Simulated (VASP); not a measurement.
These are rev-vdW-DF2, VASP's PBE PAW potentials (set 64) (plane waves; VASP) values and carry that method's errors.

VASP ran on this input.

**INCAR**
```
GGA  =  MK
LWAVE  =  .False.
EDIFF  =  1E-6   ! SCF stop (eV)
PARAM1  =  0.1234568
LUSE_VDW  =  .True.
ALGO  =  Normal
ISMEAR  =  1
PREC  =  Accurate
LMAXMIX  =  4
LREAL  =  .False.   ! projection in real space or not
ISIF  =  3   ! ions, shape and volume
SIGMA  =  0.1
PARAM2  =  0.7114
EDIFFG  =  -0.01   ! ionic stop
LASPH  =  .True.   ! aspherical one-centre terms
NSW  =  60   ! most ionic steps
LCHARG  =  .False.
SYSTEM  =  FeAl
IBRION  =  2
NELM  =  100
ZAB_VDW  =  -1.8867
AGGAC  =  0.0
ENCUT  =  520
```

### KPOINTS
```
Automatic mesh
0
Gamma
12 12 12
0 0 0
```

### POSCAR
```
FeAl
1
    2.8548676001    -0.0000000000     0.0000000000
   -0.0000000000     2.8548676001    -0.0000000000
   -0.0000000000    -0.0000000000     2.8548676001
Al Fe
1 1
Direct
  0.5000000000   0.5000000000   0.5000000000
  0.0000000000   0.0000000000   0.0000000000
```

POTCAR, in this order: Al Fe (PBE.64 set). Program: vasp_std.

The run wrote:

**OSZICAR**
```
       N       E                     dE             d eps       ncg     rms          rms(c)
DAV:   1     0.353481247285E+02    0.35348E+02   -0.50782E+03  1512   0.122E+03
DAV:   2    -0.100658215385E+02   -0.45414E+02   -0.43929E+02  1523   0.182E+02
DAV:   3    -0.112903369524E+02   -0.12245E+01   -0.12017E+01  1758   0.401E+01
DAV:   4    -0.113172731531E+02   -0.26936E-01   -0.26913E-01  1959   0.547E+00
DAV:   5    -0.113178664994E+02   -0.59335E-03   -0.59332E-03  1820   0.723E-01    0.135E+01
DAV:   6    -0.130241632841E+02   -0.17063E+01   -0.66976E+01  1766   0.130E+02    0.167E+01
DAV:   7    -0.954976835623E+01    0.34744E+01   -0.32861E+01  1700   0.806E+01    0.241E+00
DAV:   8    -0.951859078624E+01    0.31178E-01   -0.20429E-01  1739   0.572E+00    0.134E+00
DAV:   9    -0.950497691371E+01    0.13614E-01   -0.43719E-02  1843   0.327E+00    0.320E-01
DAV:  10    -0.950460064227E+01    0.37627E-03   -0.96406E-04  1961   0.425E-01    0.128E-01
DAV:  11    -0.950459232692E+01    0.83153E-05   -0.25697E-05  1838   0.520E-02    0.902E-03
DAV:  12    -0.950459227355E+01    0.53370E-07   -0.51614E-07   954   0.835E-03
   1 F= -.95045923E+01 E0= -.95044743E+01  d E =-.950459E+01
```

### OUTCAR
```
------------------------ aborting loop because EDIFF is reached ----------------------------------------
  FORCE on cell =-STRESS in cart. coord.  units (eV):
  Direction    XX          YY          ZZ          XY          YZ          ZX
  --------------------------------------------------------------------------------------
  Total       -0.0021874     -0.0021874     -0.0021874      0.0000000      0.0000000     -0.0000000
  in kB       -0.1506191     -0.1506191     -0.1506191      0.0000000      0.0000000     -0.0000000
  external PRESSURE =      -0.1506191 kB  Pullay stress =       0.0000000 kB
  volume of cell :       23.27
      direct lattice vectors                 reciprocal lattice vectors
     2.854867600  0.000000000  0.000000000     0.350278941  0.000000000  0.000000000
     0.000000000  2.854867600  0.000000000     0.000000000  0.350278941  0.000000000
     0.000000000  0.000000000  2.854867600     0.000000000  0.000000000  0.350278941
 POSITION                                       TOTAL-FORCE (eV/Angst)
 -----------------------------------------------------------------------------------
      1.42743      1.42743      1.42743         0.000000      0.000000      0.000000
      0.00000      0.00000      0.00000         0.000000      0.000000      0.000000
 -----------------------------------------------------------------------------------
    total drift:                               -0.000000      0.000000      0.000000
  FREE ENERGIE OF THE ION-ELECTRON SYSTEM (eV)
  ---------------------------------------------------
  free  energy   TOTEN  =        -9.5045922736 eV

  energy  without entropy=       -9.5042383079  energy(sigma->0) =       -9.50447428

 reached required accuracy - stopping structural energy minimisation
```
(Selected blocks of OUTCAR.)

The compound is FeAl in the CsCl type structure. It was relaxed first, which changed the volume by -6 %. The start is the result of an earlier pass. The run is not spin-polarised, so no magnetic state was tried. The electron count is odd and the run is not spin-polarised, which forces a metal.
